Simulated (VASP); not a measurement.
# GeSiH₆: harmonic vibrations of a molecule

GeSiH₆, molecule in box, 8 atoms in the cell. PBE, harmonic vibrations; PAW potentials Si, Ge_d, H (PBE set).

## Input

INCAR.step1:
```
SYSTEM = SiGeH6
PREC = Accurate ; ENCUT = 350
EDIFF = 1E-8 ; ISMEAR = 0
SIGMA = 0.01 ; ISYM = 0
LREAL = .FALSE. ; LASPH = .TRUE.
NELM = 100 ; ALGO = Normal
LWAVE = .FALSE. ; LCHARG = .FALSE.
IBRION = 2 ; NSW = 60
ISIF = 2 ; EDIFFG = -0.002
POTIM = 0.5
```

INCAR.step2, as INCAR.step1 but for:
```
- IBRION = 2
- NSW = 60
- ISIF = 2
- EDIFFG = -0.002
- POTIM = 0.5
+ IBRION = 5
+ NFREE = 2
+ POTIM = 0.015
+ NSW = 1
```

KPOINTS:
```
k-points
0
Gamma
  1 1 1
```

POSCAR.step1:
```
SiGeH6
1.0
   13.0000000000      0.0000000000      0.0000000000
    0.0000000000     13.0000000000      0.0000000000
    0.0000000000      0.0000000000     14.0000000000
Si Ge H
1 1 6
Direct
    0.4589692300      0.5329500000      0.4300535700
    0.5394615400      0.4729269200      0.5720250000
    0.3529538500      0.5691576900      0.4514321400
    0.4532692300      0.4487269200      0.3584035700
    0.5187769200      0.6197192300      0.3888250000
    0.5463384600      0.5596500000      0.6464535700
    0.6490461500      0.4347192300      0.5507178600
    0.4780000000      0.3835115400      0.6157892900
```

Commands (each step's output is kept before the next begins):
```
cat potpaw_PBE.64/Si/POTCAR potpaw_PBE.64/Ge_d/POTCAR potpaw_PBE.64/H/POTCAR > POTCAR
cp INCAR.step1 INCAR
cp POSCAR.step1 POSCAR
mpirun -np 8 vasp_gam > vasp.out
cp CONTCAR POSCAR
cp INCAR.step2 INCAR
mpirun -np 8 vasp_gam > vasp.out
```

## Result

- Vibrations (cm⁻¹; a negative value is imaginary): 2180, 2180, 2166, 2082, 2081, 2066, 916, 915, 864, 863, 859, 755, 576, 576, 348, 347, 341, 116
- Zero-point energy (eV): 1.254
- Translations and rotations, which should read zero (cm⁻¹): -24, -20, -8, 2, 9, 11
- Vibrational entropy at 298 K (meV/K): 0.378
- Displaced cells: 48
- Ionic steps, all stages: 66
- Electronic steps, all stages: 1167

VASP 6.6.1 took 882 s on 8 cores (Intel Xeon Platinum 8488C (Sapphire Rapids)), a shared host.
